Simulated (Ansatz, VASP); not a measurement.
# TaN: VASP beside Ansatz

Wanted: the spread between two codes on one cell, functional and k mesh. The cell is taken from a series of runs on this material, whose earlier steps may have relaxed, scaled, displaced or heated it; both programs get it as it stands.

Method: plane waves, with VASP 6.6.1 beside it; zone-centre phonons at PBEsol, in Ansatz 0.2.0.

## (1) The structure

It takes space group P6/mmm (No. 191, hexagonal). Conventional cell: a = 5.022 Å, b = 5.022 Å, c = 2.869 Å, α = 90.00°, β = 90.00°, γ = 120.00°. Nearest to N lie 6 Ta at 2.04 to 2.51 Å. Nearest to Ta lie 6 N at 2.51 Å. Ta has 6 N at 2.04 Å nearest. Farther neighbours and most contacts between anions are not listed.

## (2) VASP: zone-centre phonons, PBEsol

Second derivatives magnify differences that forces hide, and they need a tight electronic threshold.

Lines of VASP's logs that name or quote its potential files are left out, and so is its time.

INCAR

```
SYSTEM = TaN
PREC = Accurate
ENCUT = 600
EDIFF = 1E-08
NELM = 120
ISMEAR = 1
SIGMA = 0.2
LREAL = .FALSE.
ALGO = Normal
GGA = PS
NBANDS = 30
LASPH = .TRUE.
LORBIT = 11
LWAVE = .FALSE.
LCHARG = .FALSE.
ISIF = 2
IBRION = 8
GGA_COMPAT = .FALSE.
KPAR = 2
```

POSCAR

```
TaN
1.0
    5.0217075723      0.0000000000      0.0000000000
   -2.5108537862      4.3489263280      0.0000000000
    0.0000000000      0.0000000000      2.8685068270
N Ta
3 3
Direct
    0.5000000000      0.0000000000      0.0000000000
    0.5000000000      0.5000000000      0.0000000000
    0.0000000000      0.5000000000      0.0000000000
    0.0000000000      0.0000000000      0.0000000000
    0.3333333333      0.6666666667      0.5000000000
    0.6666666667      0.3333333333      0.5000000000
```

KPOINTS

```
Automatic mesh
0
Gamma
9 9 12
0 0 0
```

PAW data sets: N and Ta_pv (PBE family, release 64).

Launch:

```bash
mpirun -np 2 vasp_std
```

Numbers of over 12 decimals in the logs are rounded to 6 here.

Log:

```text
[banner, memory and clock lines left out]
running    2 mpi-ranks, on    1 nodes
 distrk:  each k-point on    1 cores,    2 groups
 distr:  one band on    1 cores,    1 groups

 POSCAR found type information on POSCAR N Ta
 POSCAR found :  2 types and       6 ions
|                                                                             |
|               ----> ADVICE to this user running VASP <----                  |
|                                                                             |
|     You enforced a specific xc type in the INCAR file but a different       |
|     [... a line on the potential file left out ...]
|     I HOPE YOU KNOW WHAT YOU ARE DOING!                                     |
|                                                                             |

 LDA part: xc-table for (Slater+PW92), standard interpolation
 POSCAR, INCAR and KPOINTS ok, starting setup
 FFT: planning ... GRIDC
 FFT: planning ... GRID_SOFT
 FFT: planning ... GRID
 WAVECAR not read
 entering main loop
       N       E                     dE             d eps       ncg     rms          rms(c)
DAV:   1     0.489468177209E+03    0.48947E+03   -0.28792E+04  5048   0.189E+03
DAV:   2    -0.430726153859E+02   -0.53254E+03   -0.51298E+03  5736   0.528E+02
DAV:   3    -0.774741363707E+02   -0.34402E+02   -0.33573E+02  6310   0.127E+02
DAV:   4    -0.781866092950E+02   -0.71247E+00   -0.70307E+00  6238   0.172E+01
DAV:   5    -0.782019617179E+02   -0.15352E-01   -0.15327E-01  6236   0.204E+00    0.537E+01
DAV:   6    -0.686587627294E+02    0.95432E+01   -0.49734E+01  6418   0.428E+01    0.239E+01
DAV:   7    -0.683636386453E+02    0.29512E+00   -0.45016E+00  6508   0.157E+01    0.128E+01
DAV:   8    -0.682189402205E+02    0.14470E+00   -0.78230E-01  6418   0.554E+00    0.345E+00
DAV:   9    -0.682018265505E+02    0.17114E-01   -0.73227E-02  6378   0.235E+00    0.431E-01
DAV:  10    -0.682011349730E+02    0.69158E-03   -0.16807E-02  6452   0.811E-01    0.180E-01
DAV:  11    -0.682006304180E+02    0.50456E-03   -0.39776E-03  6350   0.447E-01    0.439E-02
DAV:  12    -0.682006211909E+02    0.92271E-05   -0.15961E-04  6362   0.981E-02    0.169E-02
DAV:  13    -0.682006207268E+02    0.46409E-06   -0.72074E-06  6216   0.198E-02    0.534E-03
DAV:  14    -0.682006208227E+02   -0.95924E-07   -0.11743E-06  6846   0.767E-03    0.239E-03
DAV:  15    -0.682006207485E+02    0.74231E-07   -0.22424E-07  6546   0.353E-03    0.290E-04
DAV:  16    -0.682006207488E+02   -0.24374E-09   -0.13573E-08  4036   0.849E-04
   1 F= -.68200621E+02 E0= -.68201213E+02  d E =0.177778E-02
 Linear response reoptimize wavefunctions to high precision
DAV:   1    -0.682006207463E+02    0.24647E-08   -0.30858E-09  4080   0.406E-04
DAV:   2    -0.682006207463E+02   -0.25466E-10   -0.71488E-10  3888   0.186E-04
 Linear response DOF=           7
 Linear response progress:
  Degree of freedom:   1/  7
       N       E                     dE             d eps       ncg     rms          rms(c)
RMM:   1    -0.244003977457E+00   -0.24400E+00    0.14498E-01 21872   0.218E+00
RMM:   2    -0.241579126149E+00    0.24249E-02   -0.10698E-02 17911   0.424E-01    0.161E-01
RMM:   3    -0.242552859343E+00   -0.97373E-03   -0.24195E-03 17121   0.180E-01    0.799E-02
RMM:   4    -0.243684180990E+00   -0.11313E-02   -0.61973E-04 18005   0.995E-02    0.236E-02
RMM:   5    -0.243894107430E+00   -0.20993E-03   -0.81630E-05 18758   0.341E-02    0.799E-03
RMM:   6    -0.243910502285E+00   -0.16395E-04   -0.80330E-06 18614   0.108E-02    0.176E-03
RMM:   7    -0.243894426986E+00    0.16075E-04   -0.12503E-06 19268   0.368E-03    0.840E-04
RMM:   8    -0.243895810709E+00   -0.13837E-05   -0.34508E-07 19819   0.124E-03    0.226E-04
RMM:   9    -0.243895771623E+00    0.39086E-07   -0.12573E-07 19645   0.494E-04    0.357E-05
RMM:  10    -0.243895632993E+00    0.13863E-06    0.32805E-08 21261   0.211E-04    0.383E-05
RMM:  11    -0.243895558985E+00    0.74009E-07   -0.18663E-08 19554   0.133E-04    0.156E-05
RMM:  12    -0.243895677910E+00   -0.11893E-06   -0.39547E-08 20332   0.103E-04    0.836E-06
RMM:  13    -0.243895665243E+00    0.12667E-07    0.10521E-08 21915   0.928E-05    0.403E-06
RMM:  14    -0.243895655150E+00    0.10093E-07   -0.23254E-08 20251   0.897E-05    0.865E-07
RMM:  15    -0.243895656901E+00   -0.17513E-08   -0.60189E-09 19599   0.887E-05    0.818E-07
 first order change of Fermi-energy   0.86431E-04
 force on displaced ion       1 direction 1 :   7.393   0.000   0.000
 Linear response progress:
  Degree of freedom:   2/  7
       N       E                     dE             d eps       ncg     rms          rms(c)
RMM:   1    -0.259282133521E+00   -0.25928E+00    0.15590E-01 22424   0.257E+00
RMM:   2    -0.250240387501E+00    0.90417E-02   -0.18379E-02 17355   0.555E-01    0.549E-01
[...]
RMM:   9    -0.252859491418E+00   -0.18248E-05   -0.40753E-07 19897   0.666E-04    0.118E-04
RMM:  10    -0.252860113858E+00   -0.62244E-06    0.61681E-08 19774   0.285E-04    0.390E-05
RMM:  11    -0.252860085976E+00    0.27882E-07    0.74217E-08 20572   0.158E-04    0.124E-05
RMM:  12    -0.252860089233E+00   -0.32569E-08    0.10187E-08 20939   0.116E-04    0.375E-06
 first order change of Fermi-energy  -0.47991E-03
 force on displaced ion       1 direction 2 :   0.000 -41.292   0.000
 Linear response progress:
  Degree of freedom:   3/  7
[...]
RMM:  17    -0.212083393701E+00    0.18354E-07   -0.20159E-07 22017   0.180E-04    0.949E-06
RMM:  18    -0.212083401932E+00   -0.82313E-08   -0.13685E-07 21914   0.164E-04    0.107E-05
RMM:  19    -0.212083415527E+00   -0.13595E-07   -0.11176E-07 22830   0.154E-04    0.109E-05
RMM:  20    -0.212083427206E+00   -0.11679E-07   -0.75444E-08 23336   0.146E-04    0.111E-05
 first order change of Fermi-energy  -0.51955E-03
 force on displaced ion       4 direction 1 :  -1.047   0.000   0.000
 Linear response progress:
  Degree of freedom:   5/  7
       N       E                     dE             d eps       ncg     rms          rms(c)
RMM:   1    -0.109646445964E+00   -0.10965E+00    0.15169E+01  6005   0.164E+01
RMM:   2    -0.138990228308E+00   -0.29344E-01   -0.33540E-02  7761   0.921E-01    0.152E-01
RMM:   3    -0.137184096560E+00    0.18061E-02   -0.59669E-03  8314   0.266E-01    0.630E-02
RMM:   4    -0.136067246172E+00    0.11169E-02   -0.10789E-03  8952   0.121E-01    0.284E-02
RMM:   5    -0.135581872306E+00    0.48537E-03   -0.99080E-05  9806   0.348E-02    0.306E-03
RMM:   6    -0.135622669409E+00   -0.40797E-04   -0.11548E-05  9039   0.934E-03    0.124E-03
RMM:   7    -0.135621929886E+00    0.73952E-06   -0.29975E-06  9662   0.321E-03    0.464E-04
RMM:   8    -0.135627212329E+00   -0.52824E-05   -0.21904E-06  9750   0.115E-03    0.135E-04
RMM:   9    -0.135628077693E+00   -0.86536E-06   -0.83246E-07 10127   0.582E-04    0.540E-05
RMM:  10    -0.135628473715E+00   -0.39602E-06   -0.58453E-07  9763   0.377E-04    0.250E-05
RMM:  11    -0.135628369188E+00    0.10453E-06   -0.24003E-07 10049   0.260E-04    0.141E-05
RMM:  12    -0.135628540845E+00   -0.17166E-06   -0.12721E-07 10114   0.206E-04    0.550E-06
RMM:  13    -0.135628649545E+00   -0.10870E-06   -0.67230E-08 10468   0.176E-04    0.440E-06
RMM:  14    -0.135628626626E+00    0.22918E-07   -0.38861E-08 10435   0.156E-04    0.161E-06
RMM:  15    -0.135628661985E+00   -0.35359E-07   -0.15092E-08 10521   0.143E-04    0.905E-07
RMM:  16    -0.135628670574E+00   -0.85889E-08   -0.22016E-08  9963   0.135E-04    0.128E-06
 first order change of Fermi-energy   0.11887E-02
 force on displaced ion       4 direction 3 :   0.000  -0.000  -8.462
 Linear response progress:
  Degree of freedom:   6/  7
       N       E                     dE             d eps       ncg     rms          rms(c)
RMM:   1    -0.179258624252E+00   -0.17926E+00    0.10472E+01 17800   0.202E+01
RMM:   2    -0.208219164574E+00   -0.28961E-01   -0.53810E-02 28520   0.143E+00    0.235E-01
RMM:   3    -0.207845622490E+00    0.37354E-03   -0.79647E-03 30544   0.363E-01    0.125E-01
RMM:   4    -0.207362036450E+00    0.48359E-03   -0.10714E-03 35424   0.129E-01    0.493E-02
RMM:   5    -0.207150538922E+00    0.21150E-03   -0.17892E-04 36464   0.410E-02    0.150E-02
RMM:   6    -0.207112156933E+00    0.38382E-04   -0.10962E-04 34604   0.156E-02    0.491E-03
RMM:   7    -0.207103591618E+00    0.85653E-05   -0.74730E-05 35352   0.771E-03    0.164E-03
RMM:   8    -0.207099727546E+00    0.38641E-05   -0.24185E-05 34870   0.389E-03    0.899E-04
RMM:   9    -0.207101574529E+00   -0.18470E-05   -0.18447E-05 35265   0.162E-03    0.376E-04
RMM:  10    -0.207101980602E+00   -0.40607E-06   -0.75528E-06 36092   0.106E-03    0.176E-04
RMM:  11    -0.207102465341E+00   -0.48474E-06   -0.62091E-06 35813   0.563E-04    0.462E-05
RMM:  12    -0.207102510062E+00   -0.44721E-07   -0.23001E-06 36055   0.375E-04    0.264E-05
RMM:  13    -0.207102789081E+00   -0.27902E-06   -0.22947E-06 37964   0.272E-04    0.133E-05
RMM:  14    -0.207102719968E+00    0.69112E-07   -0.76913E-07 38212   0.225E-04    0.869E-06
RMM:  15    -0.207102791603E+00   -0.71635E-07   -0.75817E-07 39378   0.202E-04    0.785E-06
RMM:  16    -0.207102699944E+00    0.91659E-07   -0.24643E-07 37144   0.191E-04    0.132E-05
RMM:  17    -0.207102877880E+00   -0.17794E-06   -0.36057E-07 36909   0.190E-04    0.283E-06
RMM:  18    -0.207102871656E+00    0.62248E-08   -0.12897E-07 40637   0.176E-04    0.318E-06
RMM:  19    -0.207102894600E+00   -0.22944E-07   -0.10169E-07 40476   0.172E-04    0.232E-06
RMM:  20    -0.207102918138E+00   -0.23538E-07    0.11219E-08 40270   0.170E-04    0.118E-06
RMM:  21    -0.207102926817E+00   -0.86791E-08    0.14301E-08 41636   0.168E-04    0.733E-07
 first order change of Fermi-energy  -0.27856E-04
 force on displaced ion       5 direction 1 : -35.261  -0.003   0.000
 Linear response progress:
  Degree of freedom:   7/  7
       N       E                     dE             d eps       ncg     rms          rms(c)
RMM:   1    -0.142157632404E+00   -0.14216E+00    0.10227E+01  7613   0.193E+01
RMM:   2    -0.168351358728E+00   -0.26194E-01   -0.46443E-02 11912   0.130E+00    0.156E-01
RMM:   3    -0.167899058014E+00    0.45230E-03   -0.73644E-03 13157   0.335E-01    0.824E-02
RMM:   4    -0.167305577473E+00    0.59348E-03   -0.75823E-04 14552   0.128E-01    0.258E-02
RMM:   5    -0.167141268588E+00    0.16431E-03   -0.62405E-05 14914   0.338E-02    0.765E-03
RMM:   6    -0.167092716901E+00    0.48552E-04   -0.20696E-05 14038   0.112E-02    0.142E-03
RMM:   7    -0.167090209458E+00    0.25074E-05   -0.15034E-05 14499   0.429E-03    0.518E-04
RMM:   8    -0.167090969229E+00   -0.75977E-06   -0.90818E-06 14505   0.193E-03    0.161E-04
RMM:   9    -0.167092023562E+00   -0.10543E-05   -0.46620E-06 14800   0.102E-03    0.653E-05
RMM:  10    -0.167092574071E+00   -0.55051E-06   -0.30167E-06 13905   0.644E-04    0.194E-05
RMM:  11    -0.167092810008E+00   -0.23594E-06   -0.19353E-06 15238   0.426E-04    0.117E-05
RMM:  12    -0.167092933682E+00   -0.12367E-06   -0.11863E-06 15197   0.307E-04    0.518E-06
RMM:  13    -0.167093006531E+00   -0.72850E-07   -0.79939E-07 15211   0.250E-04    0.196E-06
RMM:  14    -0.167093003253E+00    0.32778E-08   -0.46003E-07 15693   0.211E-04    0.252E-06
RMM:  15    -0.167093044133E+00   -0.40880E-07   -0.41884E-07 15461   0.192E-04    0.194E-06
RMM:  16    -0.167093057971E+00   -0.13838E-07   -0.24144E-07 15972   0.178E-04    0.150E-06
RMM:  17    -0.167093058089E+00   -0.11838E-09   -0.16993E-07 15573   0.170E-04    0.218E-06
RMM:  18    -0.167093103553E+00   -0.45464E-07   -0.12317E-07 15653   0.167E-04    0.141E-06
RMM:  19    -0.167093092005E+00    0.11548E-07   -0.90764E-08 16040   0.162E-04    0.289E-07
RMM:  20    -0.167093090904E+00    0.11011E-08   -0.51038E-08 15430   0.159E-04    0.437E-07
 first order change of Fermi-energy  -0.31808E-03
 force on displaced ion       5 direction 3 :  -0.000  -0.000 -30.577
 Linear response finished
```

(Part 1 of 2 ends here.)

[Lines on the potential files, build, host, timing and source positions are cut from VASP's logs without a mark.]

[Logs are printed without paths, hosts, clocks, repeated set-up lines and the standing remarks that a program may print on its own settings, such as how far it seeks lower states.]

[Hosts, paths, dates, database ids (printed as entryN), source tags and the programs' standing remarks are cut or masked in the printed files.]
